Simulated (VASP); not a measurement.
Elastic constants (GPa) of a crystal from LDA (Ceperley-Alder, Perdew-Zunger), VASP's LDA PAW potentials (set 64) (VASP):

```tsv
	xx	yy	zz	yz	xz	xy
xx	87.5	15.9	43.6	0.0	-29.0	0.0
yy	15.9	169.7	60.5	0.0	24.3	0.0
zz	43.6	60.5	132.6	0.0	-25.9	0.0
yz	0.0	0.0	0.0	81.4	0.0	25.8
xz	-29.0	24.3	-25.9	0.0	69.5	0.0
xy	0.0	0.0	0.0	25.8	0.0	41.3
```

Tensors are in the Cartesian frame of the cell as typed. Finite-difference elastic constants of metals are sensitive to mesh and smearing; shear constants can be off by tens of GPa.

Question: Work out the Voigt, Reuss and Hill moduli, Young's modulus and Poisson's ratio.

Answer: All eigenvalues are positive (smallest 28.7 GPa), so the crystal is stable. K_V = (C11+C22+C33+2(C12+C13+C23))/9 = (389.8 + 2×120.0)/9 = 70.0 GPa; G_V = (389.8 − 120.0 + 3×192.2)/15 = 56.4 GPa. From the compliances, K_R = 58.1 GPa and G_R = 40.4 GPa. Hill: K = 64.0 GPa, G = 48.4 GPa, E = 9KG/(3K+G) = 116.0 GPa, ν = (3K−2G)/(2(3K+G)) = 0.198. K/G = 1.32, below Pugh's 1.75; universal anisotropy A^U = 2.20.

Question: With a density of 6.08 g/cm³, what are the mean sound speeds?

Answer: v_l = √((K+4G/3)/ρ) = 4.60 km/s and v_t = √(G/ρ) = 2.82 km/s. The crystal is As (a7), trigonal.

The compound is As in the a7 structure. It was relaxed first, which changed the volume by -5 %.
